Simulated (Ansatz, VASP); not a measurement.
# Two plane-wave programs on TeF

INCAR

```
PREC = Accurate
ENCUT = 520
EDIFF = 1E-6
ISMEAR = 0
SIGMA = 0.1
LREAL = F
LASPH = T
NELM = 60
ALGO = Normal
ISIF = 2
LWAVE = F
LCHARG = F
GGA = PE
NBANDS = 14
```

The input KPOINTS:

```
regular mesh
0
Gamma
  6 6 6
```

The input POSCAR:

```
TeF
1.0
    3.6960213800      0.0000000000      0.0000000000
    0.0000000000      3.6960213800      0.0000000000
    0.0000000000      0.0000000000      3.6960213800
Te F
1 1
Direct
    0.0000000000      0.0000000000      0.0000000000
    0.5000000000      0.5000000000      0.5000000000
```

Input for Ansatz:

```yaml
crystal:
  lattice:
    - [3.69602138, 0.0, 0.0]
    - [0.0, 3.69602138, 0.0]
    - [0.0, 0.0, 3.69602138]
  atoms:
    - { symbol: Te, position: [0.0, 0.0, 0.0] }
    - { symbol: F, position: [0.5, 0.5, 0.5] }
basis:
  ecutwfc: 420
kpoints:
  mp_grid: { grid: [6, 6, 6] }
hamiltonian:
  xc: pbe
scf:
  occupations: { method: gaussian, width: 0.1 }
  lower_state_search: "off"
output:
  forces: true
  stress: true
  eigenvalues: true
```

Change from the starting cell: species swapped into the RbAu type (Pm-3m, No. 221).

Alike in both runs: task single point; functional PBE; k mesh 6 × 6 × 6; occupations gaussian, width 0.1 eV; no spin polarisation.

```csv
,VASP,Ansatz
version,VASP 6.6.1,Ansatz 0.2.0
potentials or method,"VASP PAW PBE potentials, release 64 (Te, F)","scalar-relativistic, plane waves, PAW"
plane-wave cutoff (eV),520,420
valence electrons in the cell,13,23
```

```tsv
	VASP	Ansatz	Ansatz less VASP
gap on the k mesh at the Fermi level (eV)	none	none	-
pressure (GPa)	-12.0	-11.9	+0.10
```

A gap of «none» marks a metal or a gap that the smearing closes. The two sets of potentials don't hold the same shells in valence.

Caveats: an odd number of electrons without spin polarisation forces a metal; a magnetic or distorted state may lie lower. The runs have no spin-orbit coupling, so splittings on Te are missing.
